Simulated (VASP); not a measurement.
Input:

```yaml
crystal:
  lattice:
    - [3.00387, 0.00000, 0.00000]
    - [0.00000, 3.00387, 0.00000]
    - [0.00000, 0.00000, 3.00387]
  atoms:
    - { symbol: Al, position: [0.50000, 0.50000, 0.50000] }
    - { symbol: Ru, position: [0.00000, 0.00000, 0.00000] }
```

All values below come from PBE GGA, VASP's PBE PAW potentials (set 64) (plane waves; VASP 6.6.1). Settings: PREC = Normal, EDIFF = 1E-5, 400 eV cut-off, 14×14×14 Γ-centred mesh, first-order Methfessel-Paxton smearing of 0.10 eV, potentials Al Ru_pv.

Q: What does the run give for the energy per atom (σ→0), band gap (on the k-mesh) with the smallest direct gap where there is one?

A: 
The band gap (on the k-mesh) is none (metal, semimetal or under 0.01 eV) and the energy per atom (σ→0) comes out as -7.125 eV/atom.

Only differences to runs with the same potentials and settings are physical.

The compound is RuAl in the CsCl type structure. It was relaxed first. The electron count is odd and the run is not spin-polarised, which forces a metal.
